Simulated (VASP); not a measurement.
VASP runs on Ag (fcc) share one base input (PBE GGA, plane waves, VASP's PBE PAW potentials (set 64)) and change the settings named in each case.

**KPOINTS**
```
K-points
0
G
  14 14 14
```

POSCAR:
```
Ag
2.8920670
  0.0000000000   0.7071067164   0.7071067164
  0.7071067164   0.0000000000   0.7071067164
  0.7071067164   0.7071067164   0.0000000000
Ag
1
Cartesian
  0.0000000000   0.0000000000   0.0000000000
```

**INCAR**
```
SYSTEM = Ag
PREC = Accurate; ENCUT = 400; LREAL = F
LASPH = T
EDIFF = 1E-6; NELM = 100; ALGO = Normal
LMAXMIX = 4
ISMEAR = 1; SIGMA = 0.1
GGA = PE
ISIF = 2
LWAVE = F; LCHARG = F
```

POTCAR, in this order: Ag (PBE.64 set). Program: vasp_std.

```json
[
 {"change": "base run", "E(σ→0) (eV/atom)": "-2.7078", "pressure (GPa)": "3.74"},
 {"change": "ENCUT = 520, POTCAR Ag_pv (PBE.64 set)", "E(σ→0) (eV/atom)": "-2.6903", "pressure (GPa)": "___"},
 {"change": "ENCUT = 520", "E(σ→0) (eV/atom)": "-2.7079", "pressure (GPa)": "4.08"},
 {"change": "ENCUT = 800", "E(σ→0) (eV/atom)": "-2.7077", "pressure (GPa)": "4.12"}
]
```

Some entries are withheld; supply them.

- ENCUT = 520, POTCAR Ag_pv (PBE.64 set), pressure (GPa): 3.93

Energies of different potentials or functionals have different zeros.  The base run's pressure lies -0.38 GPa from that at 800 eV (Pulay error).

Left out are runs that ran out of time, are held back, or changed the cell or the kind of run, fixed moments of cells without a moment, rows past the twelfth, gaps on odd meshes, pressures of charged cells and columns that move by less than the noise.

The compound is Ag in the fcc structure. The cell was not relaxed at this level.
